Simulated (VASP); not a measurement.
Here is the system:

```yaml
crystal:
  lattice:
    - [2.11650, -3.66588, 0.00000]
    - [2.11650, 3.66588, 0.00000]
    - [0.00000, 0.00000, 6.99720]
  atoms:
    - { symbol: Mg, position: [0.00000, 0.00000, 0.00000] }
    - { symbol: I, position: [0.33333, 0.66667, 0.24200] }
    - { symbol: I, position: [0.66667, 0.33333, 0.75800] }
```

Calculation: PBE GGA, VASP's PBE PAW potentials (set 64) (plane waves; VASP). Settings: PREC = Normal, 400 eV cut-off, 6×6×3 Γ-centred mesh, Gaussian smearing of 0.050 eV, potentials Mg I.

Q: Which forces act on the atoms, in eV/Å?

A: 
| atom | Fx | Fy | Fz |
|---|---|---|---|
| Mg1 | 0.000 | 0.000 | 0.000 |
| I2 | 0.000 | 0.000 | -0.217 |
| I3 | 0.000 | 0.000 | 0.217 |

Q: Give the stress tensor in GPa (positive for a compressed cell).

A: 
```
-0.55   0.00   0.00
 0.00  -0.55   0.00
 0.00   0.00  -0.22
```
The pressure is its mean diagonal, -0.44 GPa.

The compound is MgI2 in the 1T layered structure. The cell was not relaxed at this level. The run is one of a series of settings (PREC = Normal against the base run), some of them coarse on purpose.
